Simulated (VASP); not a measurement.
```xyz
4
Lattice="2.3263 -4.0293 0.0000 2.3263 4.0293 0.0000 0.0000 0.0000 7.6075" Properties=species:S:1:pos:R:3 pbc="T T T"
Ag     2.3263    -1.3431     3.8045
Ag     2.3263     1.3431     0.0007
I      2.3263    -1.3431     6.6558
I      2.3263     1.3431     2.8521
```

Method: optB88-vdW, VASP's PBE PAW potentials (set 64) (plane waves; VASP). Run with 520 eV cut-off, 6×6×4 Γ-centred mesh, tetrahedra with Blöchl corrections, potentials Ag I.

The cores are frozen, which limits the accuracy of field gradients.

**Question.** Give the principal components of the electric field gradient (V/Å²) and the asymmetry η at each nucleus.

**Answer.** 
```tsv
atom	Vxx	Vyy	Vzz	η
Ag1	-0.1	-0.1	0.1	-
Ag2	-0.1	-0.1	0.1	-
I3	-2.0	-2.0	4.0	0.00
I4	-2.0	-2.0	4.0	0.00
```

The compound is AgI in the wurtzite structure. It was relaxed first.
